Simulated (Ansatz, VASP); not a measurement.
# SiCl3 in two plane-wave programs, part 2 of 2

Wanted: the spread between two codes on one cell, functional and k mesh. The cell is generated by rule, not measured, and may not be a known phase. The cell is taken from a series of runs on this material, whose earlier steps may have relaxed, scaled, displaced or heated it; both programs get it as it stands.

VASP 6.6.1 and Ansatz 0.2.0.

So far. Step 5 (VASP: single point, PBE, pair 2): The run ends at a pressure of 1.74 GPa, with forces up to 0.72 eV/Å.

The structure was built from a prototype and need not be the compound's stable phase.

### Step 6. Ansatz: single point, PBE, pair 2

Level of this step: Ansatz beside VASP: Kohn-Sham DFT, plane waves, PBE (Ansatz).

The same cell, functional, mesh and smearing now go to Ansatz, which takes its cutoff from its data sets.

The cell is taken from a series of runs on this material, whose earlier steps may have relaxed, scaled, displaced or heated it; both programs get it as it stands.

The input, input.yaml:

```yaml
crystal:
  lattice:
    - [4.7349396865, 0.0, 0.0]
    - [0.0, 4.7349396865, 0.0]
    - [0.0, 0.0, 9.469879373]
  atoms:
    - { symbol: Si, position: [0.0328543766, 0.0328543766, 0.0] }
    - { symbol: Si, position: [-0.0328543766, -0.0328543766, 0.5] }
    - { symbol: Cl, position: [0.484411686, -0.0064852271, 0.0] }
    - { symbol: Cl, position: [0.515588314, 0.0064852271, 0.5] }
    - { symbol: Cl, position: [0.0, 0.0, 0.25] }
    - { symbol: Cl, position: [0.0, 0.0, 0.75] }
    - { symbol: Cl, position: [-0.0064852271, 0.484411686, 0.0] }
    - { symbol: Cl, position: [0.0064852271, 0.515588314, 0.5] }
kpoints:
  mp_grid: { grid: [8, 8, 4] }
hamiltonian:
  xc: pbe
  pseudopotentials: { kind: nc }
scf:
  occupations: { method: methfessel_paxton, width: 0.2 }
output:
  forces: true
  stress: true
  eigenvalues: true
```

The run is started by

```sh
$ ansatz run input.yaml --threads 4 --pin off --max-ram 14336MiB --backend cpu --events-out ev --progress --plain --runs-dir out
```

Numbers of over 12 decimals in the logs are rounded to 6 here.

Output:

```text
[...]
Crystal: 8 atoms, lattice volume = 212.311 Å³
Basis set: ecut = 789.130201 eV, 10735 PW (Γ), exchange–correlation on 90×90×180 points (8 copies of the dense FFT grid, shifted against one another)
Bands: 33, of which v1, the nominal top of the filled ones, is band 25 counted from 1 (24 counted from 0)
Symmetry: 8 space group operations
[...]
k-points: 63 of 256
[...]
k-point 0: bands = [... 21 lower, 0.1318, 0.1562, 0.1971, 0.2239, 2.4473, 5.4808, 7.5627, 8.0020, ... 4 higher]
  k-point 1: bands = [... 21 lower, 0.0999, 0.1103, 0.1609, 0.3432, 1.8574, 6.2343, 7.7466, 8.0182, ... 4 higher]
  k-point 2: bands = [... 21 lower, 0.0704, 0.0873, 0.0873, 0.9256, 0.9256, 7.6165, 7.6165, 8.1125, ... 4 higher]
  k-point 62: bands = [... 21 lower, 0.5372, 0.9347, 0.9347, 3.8508, 3.8508, 5.1215, 5.1215, 5.3235, ... 4 higher]
[key lines of the parts left out:]
SCF converged after 7 iterations
Free energy (F): -2912.787721 eV
Fermi energy:    2.319313 eV
P = ⅓ Tr σ = 1.8610 GPa (18.610 kbar)
```

The run ends at a pressure of 1.86 GPa, with forces up to 0.67 eV/Å.

### Step 7. Comparison

The two programs side by side:

| quantity | Ansatz | VASP | difference |
| --- | --- | --- | --- |
| pressure (GPa) | 1.86 | 1.74 | +0.12 |

Forces (eV/Å; atoms numbered as in POSCAR):

| atom | Ansatz x, y, z | VASP x, y, z |
| --- | --- | --- |
| Si1 | 0.477, 0.477, 0.000 | 0.508, 0.508, 0.000 |
| Si2 | -0.477, -0.477, 0.000 | -0.508, -0.508, 0.000 |
| Cl3 | -0.115, -0.215, 0.000 | -0.147, -0.214, 0.000 |
| Cl4 | 0.115, 0.215, 0.000 | 0.147, 0.214, 0.000 |
| Cl5 | 0.000, 0.000, 0.000 | 0.000, 0.000, 0.000 |
| Cl6 | 0.000, 0.000, 0.000 | 0.000, 0.000, 0.000 |
| Cl7 | -0.215, -0.115, 0.000 | -0.214, -0.147, 0.000 |
| Cl8 | 0.215, 0.115, 0.000 | 0.214, 0.147, 0.000 |

The forces differ by 18 meV/Å r.m.s., which is 7.9 % of the r.m.s. force of 0.233 eV/Å (both taken over all components).

### Step 8. Ansatz: single point, PBE, pair 3

A single point gives forces, pressure and levels at one fixed geometry, so differences don't come from the geometry; what else differs is listed under the comparison.

The cell is taken from a series of runs on this material, whose earlier steps may have relaxed, scaled, displaced or heated it; both programs get it as it stands.

input.yaml, the sections that differ from step 6:

```yaml
crystal:
  lattice:
    - [4.7349396865, 0.0, 0.0]
    - [0.0, 4.7349396865, 0.0]
    - [0.0, 0.0, 9.469879373]
  atoms:
    - { symbol: Si, position: [0.0477881842, 0.0477881842, 0.0] }
    - { symbol: Si, position: [-0.0477881842, -0.0477881842, 0.5] }
    - { symbol: Cl, position: [0.4773260887, -0.0094330577, 0.0] }
    - { symbol: Cl, position: [0.5226739113, 0.0094330577, 0.5] }
    - { symbol: Cl, position: [0.0, 0.0, 0.25] }
    - { symbol: Cl, position: [0.0, 0.0, 0.75] }
    - { symbol: Cl, position: [-0.0094330577, 0.4773260887, 0.0] }
    - { symbol: Cl, position: [0.0094330577, 0.5226739113, 0.5] }
# kpoints, hamiltonian, scf, output: as in step 6
```

Output:

```text
[...]
Crystal: 8 atoms, lattice volume = 212.311 Å³
Basis set: ecut = 789.130201 eV, 10735 PW (Γ), exchange–correlation on 90×90×180 points (8 copies of the dense FFT grid, shifted against one another)
Bands: 33, of which v1, the nominal top of the filled ones, is band 25 counted from 1 (24 counted from 0)
Symmetry: 8 space group operations
[...]
k-points: 63 of 256
[...]
k-point 0: bands = [... 21 lower, 0.1403, 0.1427, 0.1609, 0.2881, 2.8209, 5.5405, 7.4530, 7.8791, ... 3 higher]
  k-point 1: bands = [... 21 lower, 0.0859, 0.1330, 0.2353, 0.4747, 2.2277, 6.2321, 7.6124, 7.9023, ... 3 higher]
  k-point 2: bands = [... 21 lower, -0.0091, 0.1513, 0.1513, 1.2474, 1.2474, 7.4422, 7.4422, 7.9571, ... 3 higher]
  k-point 62: bands = [... 21 lower, 0.5308, 0.7861, 0.7861, 3.8902, 3.8902, 5.7071, 5.7071, 5.8192, ... 3 higher]
[key lines of the parts left out:]
SCF converged after 7 iterations
Free energy (F): -2912.840165 eV
Fermi energy:    2.582120 eV
P = ⅓ Tr σ = 4.0087 GPa (40.087 kbar)
```

The run ends at a pressure of 4.01 GPa, with forces up to 0.70 eV/Å.

### Step 9. VASP: single point, PBE, pair 3

The same cell, functional, mesh and smearing now go to VASP, with its own data sets.

The input, INCAR:

```
SYSTEM = SiCl3
PREC = Accurate
ENCUT = 500
EDIFF = 1E-06
NELM = 120
ISMEAR = 1
SIGMA = 0.2
LREAL = .FALSE.
ALGO = Normal
GGA = PE
NBANDS = 33
LORBIT = 11
LWAVE = .FALSE.
LCHARG = .FALSE.
ISIF = 2
LASPH = .TRUE.
GGA_COMPAT = .FALSE.
KPAR = 2
```

The input, POSCAR:

```
SiCl3
1.0
    4.7349396865      0.0000000000      0.0000000000
    0.0000000000      4.7349396865      0.0000000000
    0.0000000000      0.0000000000      9.4698793730
Si Cl
2 6
Direct
    0.0477881842      0.0477881842      0.0000000000
    0.9522118158      0.9522118158      0.5000000000
    0.4773260887      0.9905669423      0.0000000000
    0.5226739113      0.0094330577      0.5000000000
    0.0000000000      0.0000000000      0.2500000000
    0.0000000000      0.0000000000      0.7500000000
    0.9905669423      0.4773260887      0.0000000000
    0.0094330577      0.5226739113      0.5000000000
```

The input, KPOINTS:

```
Automatic mesh
0
Gamma
8 8 4
0 0 0
```

The projector-augmented-wave data sets are Si and Cl (PBE family, release 64).

The run is started by

```sh
$ mpirun -np 2 vasp_std
```

Output:

```text
[... set-up lines as in an earlier step ...]
 entering main loop
       N       E                     dE             d eps       ncg     rms          rms(c)
DAV:   1     0.347481193225E+03    0.34748E+03   -0.20894E+04  4158   0.124E+03
DAV:   2     0.489290406763E+01   -0.34259E+03   -0.33152E+03  5585   0.239E+02
DAV:   3    -0.272275196116E+02   -0.32120E+02   -0.31857E+02  5195   0.831E+01
DAV:   4    -0.278675199662E+02   -0.64000E+00   -0.63877E+00  5225   0.136E+01
[...]
DAV:  11    -0.270819409518E+02    0.90076E-05   -0.75775E-05  5084   0.428E-02    0.218E-02
DAV:  12    -0.270819417677E+02   -0.81591E-06   -0.16728E-05  5016   0.204E-02    0.108E-02
DAV:  13    -0.270819427073E+02   -0.93957E-06   -0.32583E-06  4416   0.993E-03
   1 F= -.27081943E+02 E0= -.27082899E+02  d E =0.286892E-02
```

From OUTCAR (step 9):

```text
  Total        8.0492230      8.0492230     -0.7748605     -0.0067514      0.0000000      0.0000000
  in kB       60.7422940     60.7422940     -5.8473726     -0.0509481      0.0000000      0.0000000
  external PRESSURE =      38.5457385 kB  Pullay stress =       0.0000000 kB

 POSITION                                       TOTAL-FORCE (eV/Angst)
 -----------------------------------------------------------------------------------
      0.22627      0.22627      0.00000        -0.083797     -0.083797      0.000000
      4.50867      4.50867      4.73494         0.083797      0.083797      0.000000
      2.26011      4.69027      0.00000         0.573798     -0.306648      0.000000
      2.47483      0.04466      4.73494        -0.573798      0.306648      0.000000
      0.00000      0.00000      2.36747        -0.000000     -0.000000      0.000000
      0.00000      0.00000      7.10241        -0.000000     -0.000000     -0.000000
      4.69027      2.26011      0.00000        -0.306648      0.573798      0.000000
      0.04466      2.47483      4.73494         0.306648     -0.573798      0.000000
 -----------------------------------------------------------------------------------
    total drift:                                0.000000      0.000000     -0.000000

  FREE ENERGIE OF THE ION-ELECTRON SYSTEM (eV)
  ---------------------------------------------------
  free  energy   TOTEN  =       -27.0819427073 eV

  energy  without entropy=      -27.0848116297  energy(sigma->0) =      -27.08289901

[... 2 parts as in an earlier step ...]

[... 1 further part left out ...]
[key lines of the parts left out:]
E-fermi :   1.6571
```

The run ends at a pressure of 3.85 GPa, with forces up to 0.65 eV/Å.

### Step 10. Side by side

Both answers:

| quantity | Ansatz | VASP | difference |
| --- | --- | --- | --- |
| pressure (GPa) | 4.01 | 3.85 | +0.15 |

Forces (eV/Å; atoms numbered as in POSCAR):

| atom | Ansatz x, y, z | VASP x, y, z |
| --- | --- | --- |
| Si1 | -0.130, -0.130, 0.000 | -0.084, -0.084, 0.000 |
| Si2 | 0.130, 0.130, 0.000 | 0.084, 0.084, 0.000 |
| Cl3 | 0.626, -0.312, 0.000 | 0.574, -0.307, 0.000 |
| Cl4 | -0.626, 0.312, 0.000 | -0.574, 0.307, 0.000 |
| Cl5 | 0.000, 0.000, 0.000 | 0.000, 0.000, 0.000 |
| Cl6 | 0.000, 0.000, 0.000 | 0.000, 0.000, 0.000 |
| Cl7 | -0.312, 0.626, 0.000 | -0.307, 0.574, 0.000 |
| Cl8 | 0.312, -0.626, 0.000 | 0.307, -0.574, 0.000 |

The forces differ by 28 meV/Å r.m.s., which is 10.6 % of the r.m.s. force of 0.268 eV/Å (both taken over all components).

### Step 11. Results

| Item | Value |
| --- | --- |
| r.m.s. force difference (single point, PBE, pair 1) | 4.4 % of the r.m.s. force |
| r.m.s. force difference (single point, PBE, pair 2) | 7.9 % of the r.m.s. force |
| r.m.s. force difference (single point, PBE, pair 3) | 11 % of the r.m.s. force |

In words: The r.m.s. force difference is 11 % of the r.m.s. force (single point, PBE, pair 3), beyond the 3 % picked in this series as the mark of a large difference. What causes the difference of the single point, PBE, pair 2 pair stays open here. What causes the difference of the single point, PBE, pair 3 pair stays open here. 5 further runs of this series are not shown here. Such differences can come from data sets, numerical settings and the points named under the comparisons, not from the functional's error against experiment.

[Lines on the potential files, build, host, timing and source positions are cut from VASP's logs without a mark.]

[Logs are printed without paths, hosts, clocks, repeated set-up lines and the standing remarks that a program may print on its own settings, such as how far it seeks lower states.]

[Hosts, paths, dates, database ids (printed as entryN), source tags and the programs' standing remarks are cut or masked in the printed files.]
